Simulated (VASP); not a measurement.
Input:

```
CELL_PARAMETERS angstrom
      5.81953     0.00000     0.00000
      0.00000     5.81953     0.00000
      0.00000     0.00000     3.74781
ATOMIC_POSITIONS crystal
  Mo 0.00000 0.00000 0.00000
  Mo 0.50000 0.50000 0.50000
  S  0.30496 0.30496 0.00000
  S  0.80496 0.19504 0.50000
  S  0.19504 0.80496 0.50000
  S  0.69504 0.69504 0.00000
```

Computed with PBE GGA, VASP's PBE PAW potentials (set 64) (plane waves; VASP). Numerical set-up: 300 eV cut-off, 3×3×5 Γ-centred mesh, Gaussian smearing of 0.20 eV, potentials Mo_sv S.

At this cut-off the stress carries a Pulay error, which pulls relaxed volumes low. Energy and stress use the plane-wave basis of the starting cell.

### Question
The ions, cell shape and volume are relaxed. Predict the relaxed structure.

### Answer

```
CELL_PARAMETERS angstrom
      5.86105     0.00000     0.00000
      0.00000     5.86105     0.00000
      0.00000     0.00000     3.23747
ATOMIC_POSITIONS crystal
  Mo 0.00000 0.00000 0.00000
  Mo 0.50000 0.50000 0.50000
  S  0.28699 0.28699 0.00000
  S  0.78699 0.21301 0.50000
  S  0.21301 0.78699 0.50000
  S  0.71301 0.71301 0.00000
```
Space group P4_2/mnm (136), at a tolerance of 0.03 Å.

### Question
How do energy and volume change from the first to the last step?

### Answer
The energy (σ→0) changes by -190.5 meV/atom and the volume by -12.4 %, in 12 ionic steps.

```json
[
 {"step": "1", "E(σ→0) (eV)": "-40.1284", "max force (eV/Å)": "0.246", "pressure (GPa)": "-10.08", "volume (Å³)": "126.93"},
 {"step": "2", "E(σ→0) (eV)": "-40.2737", "max force (eV/Å)": "2.132", "pressure (GPa)": "16.19", "volume (Å³)": "103.90"},
 {"step": "3", "E(σ→0) (eV)": "-40.6775", "max force (eV/Å)": "1.074", "pressure (GPa)": "1.22", "volume (Å³)": "113.90"},
 {"step": "4", "E(σ→0) (eV)": "-40.9841", "max force (eV/Å)": "0.773", "pressure (GPa)": "1.16", "volume (Å³)": "112.60"},
 {"step": "5", "E(σ→0) (eV)": "-41.1541", "max force (eV/Å)": "0.598", "pressure (GPa)": "2.75", "volume (Å³)": "108.05"},
 {"step": "6", "E(σ→0) (eV)": "-41.2595", "max force (eV/Å)": "0.038", "pressure (GPa)": "1.64", "volume (Å³)": "110.04"},
 {"step": "7", "E(σ→0) (eV)": "-41.2603", "max force (eV/Å)": "0.103", "pressure (GPa)": "1.73", "volume (Å³)": "109.83"},
 {"step": "8", "E(σ→0) (eV)": "-41.2442", "max force (eV/Å)": "0.090", "pressure (GPa)": "-2.93", "volume (Å³)": "113.74"},
 {"step": "9", "E(σ→0) (eV)": "-41.2703", "max force (eV/Å)": "0.091", "pressure (GPa)": "-0.24", "volume (Å³)": "111.38"},
 {"step": "10", "E(σ→0) (eV)": "-41.2714", "max force (eV/Å)": "0.032", "pressure (GPa)": "0.16", "volume (Å³)": "111.13"},
 {"step": "11", "E(σ→0) (eV)": "-41.2717", "max force (eV/Å)": "0.010", "pressure (GPa)": "0.02", "volume (Å³)": "111.22"},
 {"step": "12", "E(σ→0) (eV)": "-41.2717", "max force (eV/Å)": "0.009", "pressure (GPa)": "0.02", "volume (Å³)": "111.21"}
]
```

The structure was generated: MoS2 was put into an ordered model structure, which need not be its known phase. This run relaxes it. Symmetry was kept, so distortions that lower it aren't found. The k-mesh is coarse (spacing up to 0.39 per Å, 2π included), so the numbers may not be converged in it. The run is one of a series of settings (EDIFFG = -0.01, IBRION = 2, ISIF = 3, NSW = 50 against the base run), some of them coarse on purpose.
